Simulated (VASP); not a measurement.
Here is the system:

```
CELL_PARAMETERS angstrom
      4.19484     0.00000     0.00000
     -2.09742     3.63284     0.00000
      0.00000     0.00000     7.10431
ATOMIC_POSITIONS crystal
  Mg 0.00000 0.00000 0.00000
  I  0.33333 0.66667 0.23408
  I  0.66667 0.33333 0.76592
```

Calculation: PBE0 hybrid, VASP's PBE PAW potentials (set 64) (plane waves; VASP 6.6.1). Numerical set-up: 300 eV cut-off, 5×5×3 Γ-centred mesh, Gaussian smearing of 0.010 eV, potentials Mg I.

Question: Estimate the energy per atom (σ→0), largest force.

Answer: 
- energy per atom (σ→0): -3.289 eV/atom
- largest force: 0.111 eV/Å

Only differences to runs with the same potentials and settings are physical.

The structure comes from a computed database's MgI2 entry; how it stands against other phases isn't given here. The cell was not relaxed at this level.
